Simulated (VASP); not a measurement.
Cd (hcp) is relaxed at rising pressure, each step from the one before. Symmetry mostly holds the structure type, and other phases were not tried. The mesh follows the cell, and a change of mesh leaves a small step in the series.

Input:

```
CELL_PARAMETERS angstrom
      1.49596    -2.59108     0.00000
      1.49596     2.59108     0.00000
      0.00000     0.00000     5.39016
ATOMIC_POSITIONS crystal
  Cd 0.33333 0.66667 0.25000
  Cd 0.66667 0.33333 0.75000
```

Computed with PBEsol GGA, VASP's PBE PAW potentials (set 64) (plane waves; VASP). Numerical set-up: 500 eV cut-off, 14×14×7 Γ-centred mesh, first-order Methfessel-Paxton smearing of 0.10 eV, potentials Cd.

```tsv
P (GPa)	V (Å³/atom)	H − H(0) (eV/atom)	space group	gap on the mesh (eV)	k-mesh
0	20.89	0.000	P6_3/mmc	0.00	14×14×7
5	19.47	0.628	P6_3/mmc	0.00	14×14×7
10	18.53	1.220	P6_3/mmc	0.00	14×14×7
20	17.15	2.337	P6_3/mmc	0.00	15×15×8
30	16.26	3.379	P6_3/mmc	0.00	15×15×8
45	15.28	4.852	P6_3/mmc	0.00	15×15×8
```

Pressures at which the relaxation failed are left out.

The compound is Cd in the hcp structure.
